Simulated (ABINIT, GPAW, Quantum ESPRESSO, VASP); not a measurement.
## Code comparison for La3TlC (Pm-3m, 5 atoms in the cell)

Self-consistent single point, at a second geometry (lattice scaled by 0.98). First geometry:

```
CELL_PARAMETERS angstrom
      5.32515     0.00000     0.00000
      0.00000     5.32515     0.00000
      0.00000     0.00000     5.32515
ATOMIC_POSITIONS crystal
  La 0.50000 0.00000 0.50000
  La 0.00000 0.50000 0.50000
  La 0.50000 0.50000 0.00000
  Tl 0.00000 0.00000 0.00000
  C  0.50000 0.50000 0.50000
```

Shared settings, as Quantum ESPRESSO writes them: occupations = smearing; smearing = gauss; degauss = 0.019992 Ry; K_POINTS = automatic 5 5 5 0 0 0. Potentials and cutoffs stand in the table.

```tsv
code	model	ΔF from the first geometry (meV/atom)	pressure (GPa)	cutoff
VASP	LDA (PZ), VASP's LDA PAW potentials (set 64)	-55.2	-3.72	400 eV
GPAW	LDA (Perdew-Wang 92), GPAW PAW datasets LDA (gpaw-data 1.0.1)	-55.0	–	950 eV
Quantum ESPRESSO	LDA (PZ), GBRV 1.5 ultrasoft (LDA) pseudopotentials	-54.2	-3.79	40 Ry
ABINIT	LDA (PW92), PAW (JTH v2.0 LDA PAW)	-53.5	-3.51	52 Ry
```

A dash marks a value that a program does not give, or that is left out as unsure.

On VASP's run: spin-orbit coupling is off.

The spread over the programs that give each value: ΔF from the first geometry within 1.7 meV/atom; pressure within 0.28 GPa.

The pressure of GPAW is left out: its cutoff lies under the one at which its stress was checked. The same LDA comes in different parametrisations, which differ slightly.

VASP's run is marked for a possible Pulay error in its stress at this cutoff; no cutoff test was made.

The starting cell comes from a database of computed structures (which also holds hypothetical and non-ambient phases and stackings), without a prior relaxation at this level. Its lattice was rescaled by a random factor within 2.5 % of one. For this run, on top of that: lattice scaled by 0.98.

Left out of this page: Ansatz, CP2K, Elk and FLEUR (not drawn, or without a comparable value).
